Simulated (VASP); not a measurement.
Given:

```
Se
1.0
    4.54716     0.00000     0.00000
   -2.27358     3.93796     0.00000
    0.00000     0.00000     5.02560
Se
3
Direct
  0.21789   0.00000   0.33333
  0.00000   0.21789   0.66667
  0.78211   0.78211   0.00000
```

The numbers are results of PBE GGA, VASP's PBE PAW potentials (set 64) (plane waves; VASP 6.6.1), not measurements. Run with 300 eV cut-off, 7×7×6 Γ-centred mesh, Gaussian smearing of 0.010 eV, potentials Se.

**Question.** Give the energies of bands 4 to 12 at the high-symmetry points, in eV from the valence-band maximum.

**Answer.** 
```csv
band,Γ,M,K,A,L,H
4,-3.74,-4.72,-4.60,-4.67,-5.42,-5.34
5,-3.74,-4.38,-4.60,-3.25,-4.14,-4.46
6,-3.43,-3.08,-2.52,-3.25,-3.96,-4.46
7,-1.86,-2.56,-2.52,-1.33,-1.55,-0.85
8,-1.86,-1.71,-2.48,-1.33,-1.09,-0.23
9,-0.32,-0.86,-1.26,-0.93,0.00,-0.23
10,1.96,2.03,2.91,1.37,1.58,1.07
11,1.96,2.45,2.91,1.39,2.62,2.75
12,2.30,3.83,3.58,1.39,2.95,2.75
```

The gap is indirect, 1.07 eV, from the valence maximum at L to the conduction minimum at H.

The structure comes from a computed database's Se entry; how it stands against other phases isn't given here. The cell was not relaxed at this level.
